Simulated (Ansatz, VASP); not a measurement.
**Be3Os2: VASP beside Ansatz**

The input INCAR:

```
PREC = Accurate ; ENCUT = 520
EDIFF = 1E-6 ; ISMEAR = 0
SIGMA = 0.2233 ; LREAL = False
LASPH = True ; NELM = 80
ALGO = Fast ; ISIF = 2
LWAVE = False ; LCHARG = False
GGA = PE ; NBANDS = 33
ISYM = 0
```

KPOINTS

```
regular mesh
0
Gamma
  7 7 7
```

File POSCAR:

```
Be3Os2
1.0
    0.0000000000      2.8147500000      0.0000000000
    5.5033960000     -1.4073750000      0.0000000000
   -2.0922150000      1.4073750000     -6.5139090000
Be Os
6 4
Direct
    0.6590500000      0.8064500000      0.4883500000
    0.3409500000      0.1935500000      0.5116500000
    0.7692500000      0.6560500000      0.1175500000
    0.2307500000      0.3439500000      0.8824500000
    0.9503500000      0.6316900000      0.7309900000
    0.0496500000      0.3683100000      0.2690100000
    0.4098300000      0.7677400000      0.9480800000
    0.5901700000      0.2322600000      0.0519200000
    0.1369000000      0.9807200000      0.7069200000
    0.8631000000      0.0192800000      0.2930800000
```

Input for Ansatz:

```yaml
crystal:
  lattice:
    - [0.0, 2.81475, 0.0]
    - [5.503396, -1.407375, 0.0]
    - [-2.092215, 1.407375, -6.513909]
  atoms:
    - { symbol: Be, position: [0.65905, 0.80645, 0.48835] }
    - { symbol: Be, position: [0.34095, 0.19355, 0.51165] }
    - { symbol: Be, position: [0.76925, 0.65605, 0.11755] }
    - { symbol: Be, position: [0.23075, 0.34395, 0.88245] }
    - { symbol: Os, position: [0.40983, 0.76774, 0.94808] }
    - { symbol: Os, position: [0.59017, 0.23226, 0.05192] }
    - { symbol: Be, position: [0.95035, 0.63169, 0.73099] }
    - { symbol: Be, position: [0.04965, 0.36831, 0.26901] }
    - { symbol: Os, position: [0.1369, 0.98072, 0.70692] }
    - { symbol: Os, position: [0.8631, 0.01928, 0.29308] }
  symmetry: { detect: false }
kpoints:
  mp_grid: { grid: [7, 7, 7], shift: [0, 0, 0] }
magnetization:
  spin_polarized: false
scf:
  occupations: { method: gaussian, width: 0.2233 }
hamiltonian:
  pseudopotentials: { kind: paw }
  xc: pbe
basis:
  ecutwfc: 420
output:
  forces: true
  stress: true
  eigenvalues: true
```

The cell was built by a generator and needn't be a form met in nature.

Alike in both runs: task single point; functional PBE; k mesh 7 × 7 × 7; occupations gaussian, width 0.2233 eV; no spin polarisation.

```csv
,VASP,Ansatz
version,VASP 6.6.1,Ansatz 0.2.0
potentials or method,"VASP PAW PBE potentials, release 64 (Be, Os)",PAW plane waves
plane-wave cutoff (eV),520,420
valence electrons in the cell,44,76
```

Ansatz gave:

```
gap on the k mesh at the Fermi level (eV) : none
rms of the force components (eV/Å)        : 2.819
```

Question: What did VASP give for the same quantities?

Answer: gap on the k mesh at the Fermi level (eV): none; rms of the force components (eV/Å): 2.887.

A gap of «none» marks a metal or a gap that the smearing closes. With one functional, cell and mesh, what is left measures potentials, basis and numerics. The two sets of potentials don't hold the same shells in valence.

Caveats: forces of over 1 eV/Å show positions far from the minimum, so gaps and moduli don't describe the material at rest. The runs have no spin-orbit coupling, so splittings on Os are missing.
